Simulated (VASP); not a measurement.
```
HfO2
1.0
    0.00000     2.52494     2.52494
    2.52494     0.00000     2.52494
    2.52494     2.52494     0.00000
Hf O
1 2
Cartesian
  0.00000   0.00000   0.00000
  1.26247   1.26247   1.26247
  3.78742   3.78742   3.78742
```

Computed with PBE GGA with D4 dispersion, VASP's PBE PAW potentials (set 64) (plane waves; VASP 6.6.1). Settings: 520 eV cut-off, Gaussian smearing of 0.050 eV, potentials Hf_pv O.

Unless said otherwise, spin-orbit coupling is left out, though it shifts the bands of the heavy elements here.

### Question
Give the energies of bands 6 to 14 at the high-symmetry points, in eV from the valence-band maximum.

### Answer

```csv
band,Γ,X,U,L,W
6,-5.42,-6.54,-5.88,-4.37,-5.35
7,-5.42,-3.49,-4.06,-4.37,-5.11
8,-5.42,-3.49,-3.38,-3.06,-2.58
9,-0.61,-1.55,-2.27,-2.75,-2.58
10,-0.61,-1.55,-1.32,-1.84,-1.40
11,-0.61,0.00,-0.34,-1.84,-0.21
12,3.91,3.83,4.37,4.65,4.88
13,3.91,5.57,5.49,4.65,5.22
14,5.93,6.75,7.03,7.10,7.19
```

The gap is direct, 3.83 eV, from the valence maximum at X to the conduction minimum at X.

The compound is HfO2 in the fluorite structure, the high-temperature cubic form, which is unstable at 0 K; the monoclinic form is the stable one. It was relaxed first.
